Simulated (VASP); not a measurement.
Given:

```yaml
crystal:
  lattice:
    - [1.78002, -3.08309, 0.00000]
    - [1.78002, 3.08309, 0.00000]
    - [0.00000, 0.00000, 5.56512]
  atoms:
    - { symbol: Tb, position: [0.33333, 0.66667, 0.25000] }
    - { symbol: Tb, position: [0.66667, 0.33333, 0.75000] }
```

Level of theory: PBEsol GGA, VASP's PBE PAW potentials (set 64) (plane waves; VASP). Run with 400 eV cut-off, 11×11×6 Γ-centred mesh, first-order Methfessel-Paxton smearing of 0.10 eV, potentials Tb_3.

The 4f electrons are frozen in the core of the lanthanide potential, so 4f levels, which can set the real gap, and their magnetism are missing.

Task: What does the run give for the energy per atom (σ→0), band gap (on the k-mesh) with the smallest direct gap where there is one?

Result: 
```
Property                                                     Value
------------------------  ----------------------------------------
band gap (on the k-mesh)  none (metal, semimetal or under 0.01 eV)
energy per atom (σ→0)                               -4.993 eV/atom
```

Only differences to runs with the same potentials and settings are physical.

The compound is Tb in the hcp structure. It was relaxed first. The start is the result of an earlier pass.
